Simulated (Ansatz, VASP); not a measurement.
# Ca4Mg4Si37B6O91 (glassy 77SiO2-6B2O3-8CaO-8MgO (mol %)) in two plane-wave programs, part 2 of 2

Wanted: the spread between two codes on one cell, functional and k mesh. Of the first pair: The structure shown is the start of the Ansatz relaxation below; VASP solves that cell, so the two are compared at the walk's first step.

VASP 6.6.1 and Ansatz 0.2.0.

So far. Step 3 (VASP: single point, PBE, start cell, pair 1): The run ends at a pressure of 5.20 GPa, with forces up to 0.72 eV/Å.

### Step 6. VASP: single point, PBE, relaxed cell, pair 2

Level of this step: PBE; plane waves and PAW (Si, B, Ca_sv, Mg, O) (VASP).

The same cell, functional and mesh now go to VASP, with its own data sets.

INCAR reads:

```
SYSTEM = Ca4Mg4Si37B6O91
PREC = Accurate
ENCUT = 600
EDIFF = 1E-06
NELM = 120
ISMEAR = 0
SIGMA = 0.01
LREAL = Auto
ALGO = Normal
GGA = PE
NBANDS = 479
LORBIT = 11
LWAVE = .FALSE.
LCHARG = .FALSE.
ISIF = 2
LASPH = .TRUE.
GGA_COMPAT = .FALSE.
EFERMI = MIDGAP
```

POSCAR reads:

```
Ca4Mg4Si37B6O91
1.0
   12.3044700000     -0.2040400000      0.2886700000
   -0.2040400000     12.4154100000     -0.0122500000
    0.2886700000     -0.0122500000     12.5268700000
Si B Ca Mg O
37 6 4 4 91
Direct
    0.2847100000      0.2255300000      0.4269500000
    0.1365100000      0.3369100000      0.5703400000
    0.9168400000      0.5277100000      0.3678500000
    0.0200000000      0.2964200000      0.1037100000
    0.5929200000      0.2687400000      0.2760400000
    0.7976600000      0.5815900000      0.0109300000
    0.0684700000      0.0621100000      0.8409100000
    0.3400800000      0.2652300000      0.9250000000
    0.3729300000      0.0362300000      0.5676100000
    0.1893500000      0.0419600000      0.3038900000
    0.6836700000      0.7320000000      0.1625900000
    0.7532500000      0.8173700000      0.6333300000
    0.1051600000      0.3123100000      0.8726400000
    0.5287100000      0.4274800000      0.9724500000
    0.5576600000      0.0477300000      0.3916800000
    0.3497900000      0.6313400000      0.6826700000
    0.9495300000      0.7735200000      0.9951900000
    0.1328400000      0.6396000000      0.3347900000
    0.7602300000      0.4115500000      0.6445400000
    0.4827400000      0.3774300000      0.4494400000
    0.6440400000      0.1975000000      0.7041300000
    0.4832200000      0.6477900000      0.8831000000
    0.9744600000      0.0017200000      0.4422500000
    0.7541400000      0.9291700000      0.0415000000
    0.7200600000      0.6081600000      0.5124700000
    0.2085000000      0.4472100000      0.1811600000
    0.2936000000      0.6363000000      0.0675300000
    0.0188000000      0.7034900000      0.7749700000
    0.3965900000      0.9493500000      0.2554400000
    0.4777000000      0.6156100000      0.4500300000
[... 106 atom lines left out ...]
    0.8597500000      0.8707800000      0.6902000000
    0.1045700000      0.6111200000      0.7606100000
    0.1781300000      0.0061100000      0.8756900000
    0.3819300000      0.0419400000      0.6996700000
    0.7038900000      0.2532600000      0.2078800000
    0.2594400000      0.1629800000      0.3125000000
```

KPOINTS reads:

```
Automatic mesh
0
Gamma
1 1 1
0 0 0
```

Potentials, in the order of the species: Si, B, Ca_sv, Mg and O (PBE family, release 64).

On the command line:

```sh
> export OMP_NUM_THREADS=3
> mpirun -np 1 vasp_gam
```

Numbers of over 12 decimals in the logs are rounded to 6 here.

The program printed:

```text
[... set-up lines as in an earlier step ...]
 entering main loop
       N       E                     dE             d eps       ncg     rms          rms(c)
DAV:   1     0.812963396565E+04    0.81296E+04   -0.48349E+05   958   0.175E+03
DAV:   2    -0.439337850136E+03   -0.85690E+04   -0.82759E+04  1181   0.416E+02
DAV:   3    -0.120961076884E+04   -0.77027E+03   -0.76514E+03  1132   0.135E+02
DAV:   4    -0.123177995408E+04   -0.22169E+02   -0.22078E+02  1180   0.223E+01
[...]
DAV:  17    -0.108687413228E+04   -0.29669E-05   -0.12753E-04  1148   0.236E-02    0.163E-02
DAV:  18    -0.108687413073E+04    0.15488E-05   -0.19643E-05  1124   0.847E-03    0.110E-02
DAV:  19    -0.108687412980E+04    0.93059E-06   -0.20402E-06   772   0.486E-03
   1 F= -.10868741E+04 E0= -.10868741E+04  d E =0.000000E+00
```

Parts of OUTCAR (step 6):

```text
  Total       15.6940817     16.3339846     15.1363027      1.1674449     -0.6340429      1.6375249
  in kB       13.1502293     13.6864104     12.6828607      0.9782139     -0.5312710      1.3720986
  external PRESSURE =      13.1731668 kB  Pullay stress =       0.0000000 kB

 POSITION                                       TOTAL-FORCE (eV/Angst)
 -----------------------------------------------------------------------------------
      3.58044      2.73673      5.42777         0.021350      0.007873     -0.029749
      1.77558      4.14804      7.17985        -0.039608      0.010118     -0.050770
[...]
6.91973      6.63182     11.58838        -0.000991     -0.026250      0.032187
      8.16825     10.52321      1.71956        -0.013377     -0.041890      0.011458
      8.35784     12.21903     12.32513        -0.031342     -0.029026     -0.017923
      8.60405      0.43342      5.31722         0.003878      0.002884      0.002765
     12.21294      0.29531     11.97636        -0.018913      0.024767     -0.017180
      8.61438      1.43554     10.28108         0.012836      0.011434     -0.002771
      4.92345      3.54853      5.07066         0.002034      0.011518      0.017398
      5.63385      7.80041      9.64495        -0.008703     -0.006427      0.020199
      2.36594      9.05832      0.81764         0.022244     -0.005550      0.000196
      0.72902      9.88112      8.62047        -0.006991     -0.014177     -0.000450
      7.65429     11.29619     10.03654        -0.005150      0.021414      0.025326
[...]
-----------------------------------------------------------------------------------
    total drift:                               -0.005214     -0.020233      0.032488

  FREE ENERGIE OF THE ION-ELECTRON SYSTEM (eV)
  ---------------------------------------------------
  free  energy   TOTEN  =     -1086.8741298001 eV

  energy  without entropy=    -1086.8741298001  energy(sigma->0) =    -1086.87412980

[... 1 part as in an earlier step ...]

[... 2 further parts left out ...]
[key lines of the parts left out:]
E-fermi :   3.5283
```

The run ends at a pressure of 1.32 GPa, with forces up to 0.14 eV/Å.

### Step 7. Differences

What differs besides the data sets and the points named for the pairs above, as far as they apply: the data sets hold 792 valence electrons in Ansatz (on its default PAW (the set named soft_2) files) and 760 in VASP; the cutoff is 420 eV in Ansatz and 600 eV in VASP (PREC = Accurate, projectors in real space). Total energies have different zeros and are not compared.

Both answers:

| quantity | Ansatz | VASP | difference |
| --- | --- | --- | --- |
| pressure (GPa) | 1.39 | 1.32 | +0.07 |
| gap on the k mesh (eV) | 4.130 | 4.126 | +0.004 |

Forces on 7 of the 142 atoms, those with the largest forces and the largest differences (eV/Å; atoms numbered as in POSCAR):

| atom | Ansatz x, y, z | VASP x, y, z |
| --- | --- | --- |
| Si11 | -0.021, 0.018, -0.009 | -0.116, 0.011, -0.037 |
| Si14 | 0.030, 0.023, -0.029 | 0.006, 0.084, -0.062 |
| Si37 | 0.019, -0.033, -0.004 | 0.062, -0.114, 0.037 |
| O55 | 0.018, 0.010, 0.011 | 0.095, 0.060, 0.087 |
| O56 | -0.012, 0.004, 0.010 | -0.079, 0.096, -0.001 |
| O125 | 0.003, 0.004, 0.011 | -0.020, -0.011, 0.114 |
| O129 | -0.012, -0.006, 0.022 | 0.069, -0.063, 0.059 |

The forces differ by 26 meV/Å r.m.s., which is 84.3 % of the r.m.s. force of 0.030 eV/Å (both taken over all components). A gap on the mesh is an upper bound, since the band edges may lie between its points.

### Step 8. Summary of results

```yaml
r_m_s_force_difference_single_point_pbe_start_cell_pair_1: 13 % of the r.m.s. force
r_m_s_force_difference_single_point_pbe_relaxed_cell_pair_2: 26 meV/Å
```

The r.m.s. force difference is 13 % of the r.m.s. force (single point, PBE, start cell, pair 1), beyond the 3 % picked in this series as the mark of a large difference. The data sets hold unlike numbers of valence electrons (792 in Ansatz and 760 in VASP), so part of the differences comes from the potentials. What causes the difference of the single point, PBE, start cell, pair 1 pair stays open here. What causes the difference of the single point, PBE, relaxed cell, pair 2 pair stays open here. How closely two codes agree says nothing of how well the functional describes the real material.

[Lines on the potential files, build, host, timing and source positions are cut from VASP's logs without a mark.]

[Logs are printed without paths, hosts, clocks, repeated set-up lines and the standing remarks that a program may print on its own settings, such as how far it seeks lower states.]

[Hosts, paths, dates, database ids (printed as entryN), source tags and the programs' standing remarks are cut or masked in the printed files.]
